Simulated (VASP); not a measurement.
Shape and ions are relaxed at each volume.

Input:

Space group I4₁/amd, origin choice 1 (No. 141); a = b = 3.8212 Å, c = 9.7979 Å, α = β = γ = 90.00°

| atom | site | symmetry | x | y | z |
|---|---|---|---|---|---|
| Ti | 4a | -4m2 | 0.0000 | 0.0000 | 0.0000 |
| O | 8e | 2mm. | 0.0000 | 0.0000 | 0.2058 |
(The calculation used a cell of 6 atoms; values per cell refer to that cell.)

All values below come from revPBE GGA, VASP's PBE PAW potentials (set 64) (plane waves; VASP). Settings: 520 eV cut-off, 8×8×8 Γ-centred mesh, Gaussian smearing of 0.050 eV, potentials Ti_sv O.

Question: Give the energy at these volumes per atom, relative to the lowest: 11.19, 11.55, 11.91, 12.27, 12.62 Å³.

Answer: 24.7, 6.2, 0.0, 4.9, 19.7 meV/atom. A third-order Birch-Murnaghan fit gives B0 = 165 GPa and B0′ = 2.7.

The compound is TiO2 in the anatase structure, one of several forms; rutile is the usual stable one. It was relaxed first, which changed the volume by +5 %.
